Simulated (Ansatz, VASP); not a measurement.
# TiSi: VASP beside Ansatz, part 2 of 2

Wanted: the spread between two codes on one cell, functional and k mesh. The cell is generated by rule, not measured, and may not be a known phase. The cell is taken from a series of VASP runs on this material, whose earlier steps may have relaxed, scaled or displaced it; both programs get it as it stands.

VASP 6.6.1 and Ansatz 0.2.0.

So far. Step 2 (VASP: band structure, PBEsol): The run ends at a pressure of -17.56 GPa.

## Step 6: VASP: band structure, PBEsol, spin-orbit coupling

Level of this step: PBEsol, spin-orbit coupling; plane waves and PAW (Ti_sv, Si); invented cell (VASP).

The same cell, functional, mesh and smearing now go to VASP, with its own data sets and cutoff.

Input file INCAR:

```
SYSTEM = TiSi
PREC = Accurate
ENCUT = 400
EDIFF = 1E-06
NELM = 100
ISMEAR = 0
SIGMA = 0.02
LREAL = .FALSE.
ALGO = Normal
GGA = PS
LNONCOLLINEAR = .TRUE.
MAGMOM = 0 0 0 0 0 0
NBANDS = 28
GGA_COMPAT = .FALSE.
LASPH = .TRUE.
LSORBIT = .TRUE.
LMAXMIX = 4
LORBIT = 11
LWAVE = .FALSE.
LCHARG = .FALSE.
KPAR = 4
ISIF = 2
```

Input file POSCAR:

```
TiSi
1.0
    0.0000000000      2.7050000000      2.7050000000
    2.7050000000      0.0000000000      2.7050000000
    2.7050000000      2.7050000000      0.0000000000
Ti Si
1 1
Direct
    0.0000000000      0.0000000000      0.0000000000
    0.5000000000      0.5000000000      0.5000000000
```

Input file KPOINTS:

```
Automatic mesh
0
Gamma
10 10 10
0 0 0
```

Input file KPOINTS_OPT:

```
Line mode
16
Line-mode
Reciprocal
  0.00000000   0.00000000   0.00000000 GAMMA
  0.50000000   0.00000000   0.50000000 X

  0.50000000   0.00000000   0.50000000 X
  0.50000000   0.25000000   0.75000000 W

  0.50000000   0.25000000   0.75000000 W
  0.37500000   0.37500000   0.75000000 K

  0.37500000   0.37500000   0.75000000 K
  0.00000000   0.00000000   0.00000000 GAMMA

  0.00000000   0.00000000   0.00000000 GAMMA
  0.50000000   0.50000000   0.50000000 L

  0.50000000   0.50000000   0.50000000 L
  0.62500000   0.25000000   0.62500000 U

  0.62500000   0.25000000   0.62500000 U
  0.50000000   0.25000000   0.75000000 W

  0.50000000   0.25000000   0.75000000 W
  0.50000000   0.50000000   0.50000000 L

  0.50000000   0.50000000   0.50000000 L
  0.37500000   0.37500000   0.75000000 K

  0.62500000   0.25000000   0.62500000 U
  0.50000000   0.00000000   0.50000000 X
```

The projector-augmented-wave data sets are Ti_sv and Si (PBE family, release 64).

Command:

```sh
$ mpirun -np 4 vasp_ncl
```

Numbers of over 12 decimals in the logs are rounded to 6 here.

The program printed:

```text
[banner, memory and clock lines left out]
running    4 mpi-ranks, on    1 nodes
[...]
[... a notice as in an earlier step ...]

 LDA part: xc-table for (Slater+PW92), standard interpolation
 POSCAR, INCAR and KPOINTS ok, starting setup
[...]
entering main loop
       N       E                     dE             d eps       ncg     rms          rms(c)
DAV:   1     0.141257171854E+03    0.14126E+03   -0.63277E+03  2640   0.100E+03
DAV:   2    -0.327931722835E+01   -0.14454E+03   -0.13823E+03  2720   0.327E+02
DAV:   3    -0.166707595944E+02   -0.13391E+02   -0.13035E+02  4288   0.926E+01
DAV:   4    -0.176087882707E+02   -0.93803E+00   -0.92546E+00  3604   0.199E+01
[...]
DAV:  12    -0.145783191405E+02    0.58593E-05   -0.26674E-05  3080   0.577E-02    0.328E-02
DAV:  13    -0.145783176643E+02    0.14762E-05   -0.20254E-06  2836   0.133E-02    0.189E-02
DAV:  14    -0.145783176000E+02    0.64316E-07   -0.40767E-07  1560   0.721E-03
   1 F= -.14578318E+02 E0= -.14578258E+02  d E =-.118879E-03  mag=    -0.0000     0.0000     0.0000
 Start KPOINTS_OPT (optional k-point list driver)
k-point batch [1-47\160]
       N       E                     dE             ncg
DAV:   1    -0.381876801080E+04   -0.23822E+05     2632
DAV:   2    -0.105103421606E+05   -0.66916E+04     2760
DAV:   3    -0.111200039059E+05   -0.60966E+03     3852
DAV:   4    -0.111640610019E+05   -0.44057E+02     3548
DAV:   5    -0.111664637817E+05   -0.24028E+01     3420
DAV:   6    -0.111664817639E+05   -0.17982E-01     3212
DAV:   7    -0.111664822628E+05   -0.49897E-03     3524
DAV:   8    -0.111664822698E+05   -0.69896E-05     2896
DAV:   9    -0.111664822701E+05   -0.29514E-06     1896
[...]
k-point batch [142-160\160]
       N       E                     dE             ncg
DAV:   1     0.113940934972E+05   -0.11662E+05     1072
DAV:   2     0.870343168405E+04   -0.26907E+04     1124
DAV:   3     0.846715663406E+04   -0.23628E+03     1504
DAV:   4     0.845117183043E+04   -0.15985E+02     1492
DAV:   5     0.845030324588E+04   -0.86858E+00     1316
DAV:   6     0.845029804484E+04   -0.52010E-02     1268
DAV:   7     0.845029788326E+04   -0.16157E-03     1364
DAV:   8     0.845029788050E+04   -0.27595E-05     1120
DAV:   9     0.845029788038E+04   -0.12108E-06      748
```

OUTCAR, selected parts (step 6):

```text
  Total       -4.3269329     -4.3269329     -4.3269329     -0.0000000     -0.0000000      0.0000000
  in kB     -175.1293501   -175.1293501   -175.1293501     -0.0000000     -0.0000000      0.0000000
  external PRESSURE =    -175.1293501 kB  Pullay stress =       0.0000000 kB

 POSITION                                       TOTAL-FORCE (eV/Angst)
 -----------------------------------------------------------------------------------
      0.00000      0.00000      0.00000         0.000000     -0.000000      0.000000
      2.70500      2.70500      2.70500        -0.000000      0.000000     -0.000000
 -----------------------------------------------------------------------------------
    total drift:                               -0.000000      0.000000      0.000000

  FREE ENERGIE OF THE ION-ELECTRON SYSTEM (eV)
  ---------------------------------------------------
  free  energy   TOTEN  =       -14.5783176000 eV

  energy  without entropy=      -14.5781987208  energy(sigma->0) =      -14.57825816

 magnetization (x)
# of ion       s       p       d       tot
------------------------------------------
    1        0.000  -0.000   0.000  -0.000
    2        0.000  -0.000   0.000  -0.000
--------------------------------------------------
tot          0.000  -0.000   0.000  -0.000

 magnetization (y)
# of ion       s       p       d       tot
------------------------------------------
    1       -0.000   0.000   0.000   0.000
    2        0.000   0.000   0.000   0.000
--------------------------------------------------
tot         -0.000   0.000   0.000   0.000

 magnetization (z)
# of ion       s       p       d       tot
------------------------------------------
    1        0.000  -0.000   0.000  -0.000
    2       -0.000   0.000   0.000   0.000
--------------------------------------------------
tot         -0.000  -0.000   0.000  -0.000

[... 1 part as in an earlier step ...]

[... 2 further parts left out ...]
[key lines of the parts left out:]
E-fermi :   6.3122
```

The run ends at a pressure of -17.51 GPa.

## Step 7: Side by side

What differs besides the data sets and the points named for the pairs above, as far as they apply: spin-orbit coupling enters by fully relativistic files in Ansatz and inside the spheres in VASP. Total energies have different zeros and are not compared.

Both answers:

```
      quantity  Ansatz    VASP  difference
pressure (GPa)  -17.36  -17.51       +0.15
```

Levels from 3 eV below to 2 eV above the Fermi level differ by 3 meV r.m.s. and 9 meV at most; each VASP level is matched to the nearest of Ansatz, which flatters the figure a little.

## Step 8: Results

* r.m.s. difference of levels near the Fermi level (band structure, PBEsol): 3.1 meV
* r.m.s. difference of levels near the Fermi level (band structure, PBEsol, spin-orbit coupling): 3.1 meV

In words: The r.m.s. difference of levels near the Fermi level is 3.1 meV (band structure, PBEsol), within the 80 meV picked in this series as the mark of a large difference. How closely two codes agree says nothing of how well the functional describes the real material.

[Lines on the potential files, build, host, timing and source positions are cut from VASP's logs without a mark.]

[Logs are printed without paths, hosts, clocks, repeated set-up lines and the standing remarks that a program may print on its own settings, such as how far it seeks lower states.]

[Hosts, paths, dates, database ids (printed as entryN), source tags and the programs' standing remarks are cut or masked in the printed files.]
